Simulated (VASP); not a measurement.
CuI (zinc blende) is relaxed at rising pressure, each step from the one before. Symmetry mostly holds the structure type, and other phases were not tried. The mesh follows the cell, and a change of mesh leaves a small step in the series.

CuI has the cubic space group F-43m (No. 216), the zinc blende structure, Pearson symbol cF8. Conventional cell: a = b = c = 5.8677 Å, α = β = γ = 90.00°. Cu on 4a is surrounded by 4 I at 2.541 Å (tetrahedral). I on 4d has 4 Cu at 2.541 Å (tetrahedral). (Neighbours: up to the widest gap in distance over summed covalent radii, below 1.35, at either atom; cation-cation and far metal-metal contacts left out.)
(The calculation used a cell of 2 atoms; values per cell refer to that cell.)

The numbers are results of LDA (Ceperley-Alder, Perdew-Zunger), VASP's LDA PAW potentials (set 64) (plane waves; VASP), not measurements. Settings: 500 eV cut-off, 8×8×8 Γ-centred mesh, Gaussian smearing of 0.050 eV, potentials Cu I.

```json
[
 {"P (GPa)": "0", "V (Å³/atom)": "25.25", "H − H(0) (eV/atom)": "0.000", "space group": "F-43m", "k-mesh": "8×8×8"},
 {"P (GPa)": "5", "V (Å³/atom)": "23.48", "H − H(0) (eV/atom)": "0.758", "space group": "F-43m", "k-mesh": "8×8×8"},
 {"P (GPa)": "10", "V (Å³/atom)": "(withheld)", "H − H(0) (eV/atom)": "(withheld)", "space group": "F-43m", "k-mesh": "8×8×8"},
 {"P (GPa)": "20", "V (Å³/atom)": "20.48", "H − H(0) (eV/atom)": "2.797", "space group": "F-43m", "k-mesh": "8×8×8"},
 {"P (GPa)": "30", "V (Å³/atom)": "19.28", "H − H(0) (eV/atom)": "4.036", "space group": "F-43m", "k-mesh": "9×9×9"},
 {"P (GPa)": "45", "V (Å³/atom)": "(withheld)", "H − H(0) (eV/atom)": "(withheld)", "space group": "F-43m", "k-mesh": "9×9×9"}
]
```

**Question.** Some entries are withheld; supply them.

**Answer.** 
- 45, V (Å³/atom): 17.97
- 45, H − H(0) (eV/atom): 5.776
- 10, V (Å³/atom): 22.21
- 10, H − H(0) (eV/atom): 1.469

Pressures at which the relaxation failed are left out.

The compound is CuI in the zinc blende structure.
